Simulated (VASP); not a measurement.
An input for Ansatz (written as the equivalent of a VASP run, and not itself run):

Ansatz 0.2 input:
```yaml
crystal:
  lattice:
    - [0.0000000, 2.9779740, 2.9779740]
    - [2.9779740, 0.0000000, 2.9779740]
    - [2.9779740, 2.9779740, 0.0000000]
  atoms:
    - { symbol: In, position: [0.0000000, 0.0000000, 0.0000000] }
    - { symbol: P, position: [0.2500000, 0.2500000, 0.2500000] }
kpoints:
  mp_grid: { grid: [8, 8, 8] }
hamiltonian:
  xc: pbe
  pseudopotentials: { kind: paw }
scf:
  occupations: { method: gaussian, width: 0.05 }
  max_iter: 100
relax:
  max_steps: 40
  f_tol: 0.02
  cell: {}
output: { forces: true, stress: true, eigenvalues: true }
```

Q: Write the VASP files for the same calculation (PBE).

A: One answer among several that fit: 
INCAR:
```
SYSTEM = InP
PREC = Accurate; ENCUT = 500; LREAL = .FALSE.
LASPH = .TRUE.
EDIFF = 1E-6; NELM = 100; ALGO = Normal
LMAXMIX = 4
ISMEAR = 0; SIGMA = 0.05
GGA = PE
IBRION = 2; NSW = 40; ISIF = 3
EDIFFG = -0.02
LWAVE = .FALSE.; LCHARG = .FALSE.
```

### KPOINTS
```
Regular mesh
0
gamma
  8 8 8
```

### POSCAR
```
InP
1.0
  0.0000000000   2.9779739869   2.9779739869
  2.9779739869   0.0000000000   2.9779739869
  2.9779739869   2.9779739869   0.0000000000
In P
1 1
Direct
  0.0000000000   0.0000000000   0.0000000000
  0.2500000000   0.2500000000   0.2500000000
```

POTCAR, in this order: In_d P (PBE.64 set). Program: vasp_std.

What does not carry over: each code has its own PAW files, so the cut-off isn't converted (ENCUT is set for VASP's; basis.ecutwfc is left out, and Ansatz then takes the one that its files recommend); Ansatz stops its SCF on the density residual and VASP on the energy change (EDIFF).

The compound is InP in the zinc blende structure. It was relaxed first.
